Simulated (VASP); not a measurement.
Here is the system:

```yaml
crystal:
  lattice:
    - [1.51500, -2.62406, 0.00000]
    - [1.51500, 2.62406, 0.00000]
    - [0.00000, 0.00000, 3.23000]
  atoms:
    - { symbol: Ti, position: [0.00000, 0.00000, 0.00000] }
    - { symbol: B, position: [0.33333, 0.66667, 0.50000] }
    - { symbol: B, position: [0.66667, 0.33333, 0.50000] }
```

Computed with PBE GGA + U (Dudarev), VASP's PBE PAW potentials (set 64) (plane waves; VASP 6.6.1). Run with 520 eV cut-off, 10×10×9 Γ-centred mesh, first-order Methfessel-Paxton smearing of 0.10 eV, potentials Ti_sv B, U − J: Ti 6.00 eV.

### Question
Give the stress tensor in GPa (positive for a compressed cell).

### Answer

```
10.42   0.00   0.00
 0.00  10.42   0.00
 0.00   0.00  16.10
```
The pressure is its mean diagonal, 12.31 GPa.

The compound is TiB2 in the AlB2 type structure. The cell was not relaxed at this level. The run is one of a series of settings (LDAU = .TRUE., LDAUJ = 0 0, LDAUL = 2 -1, LDAUTYPE = 2, LDAUU = 6.0 0 against the base run), some of them coarse on purpose.
